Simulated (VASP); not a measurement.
OSZICAR of a VASP run on Ge:

**OSZICAR**
```
       N       E                     dE             d eps       ncg     rms           ort
SDA:   1    -0.572322222836E+00   -0.57232E+00    0.00000E+00    12   0.428E-05   0.000E+00
CGA:   2    -0.572325171002E+00   -0.29482E-05   -0.30188E-05    12   0.353E-06  -0.592E-06
SDA:   3    -0.572325197204E+00   -0.26202E-07   -0.27139E-07    12   0.428E-06   0.118E-06
   1 F= -.57232520E+00 E0= -.56846864E+00  d E =-.771311E-02  mag=     2.0000
```

Which electronic solver shows in the log?

It is steepest descent (the opening step of the all-band solvers) and then all-band conjugate gradients (ALGO = All or Conjugate). The INCAR had ALGO = All.

How was spin treated?

Collinear spin (ISPIN = 2): the summary line carries one mag value, 2.00 μB in the cell.

Can the final energy be trusted as converged?

The run converged. It stopped with EDIFF = 1E-6, NELM = 200 (LDA (Ceperley-Alder, Perdew-Zunger), plane waves, VASP's LDA PAW potentials (set 64)). The atom may not be in its lowest state.

The cell is a free atom in a box. The total moment is imposed (NUPDOWN), so this need not be the lowest spin state.
